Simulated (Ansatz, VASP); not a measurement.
## HgAl: spin-orbit coupling in 2 programs

The cell as given:

```cif
data_structure
_symmetry_space_group_name_H-M 'F-43m'
_symmetry_Int_Tables_number 216
_cell_length_a 6.1371
_cell_length_b 6.1371
_cell_length_c 6.1371
_cell_angle_alpha 90.000
_cell_angle_beta 90.000
_cell_angle_gamma 90.000
_cell_volume 231.14
loop_
_atom_site_label
_atom_site_type_symbol
_atom_site_symmetry_multiplicity
_atom_site_Wyckoff_symbol
_atom_site_fract_x
_atom_site_fract_y
_atom_site_fract_z
_atom_site_occupancy
Al1 Al 4 a 0.00000 0.00000 0.00000 1
Hg1 Hg 4 c 0.25000 0.25000 0.25000 1
```

The cell comes from a database or a generator and needn't be the stable form of this composition.

Kept alike: task relaxation of cell and atoms; functional PBE; k mesh 6 × 6 × 6; occupations fermi-dirac, width 0.05 eV. The mesh is that of the run's cell of 2 atoms.

- A: Ansatz, Ansatz PAW, cutoff 420 eV
- B: VASP, PBE PAW files Al, Hg, 600 eV

```csv
spin-orbit coupling,A: volume (Å³/atom),B: volume (Å³/atom)
off,28.839,28.893
on,28.212,28.451
```

Values hold for each row's relaxed cell, which stops near the pressure aimed at (zero). Ansatz's stress holds its Pulay term.

Question: How large is the effect of spin-orbit coupling, and do the programs agree on it?

Answer: From off to on the volume moves by -0.627 in A, -0.442 in B (Å³/atom). Row by row the programs differ by 0.054 to 0.239, and the shifts point the same way but differ by 30 % of the larger.
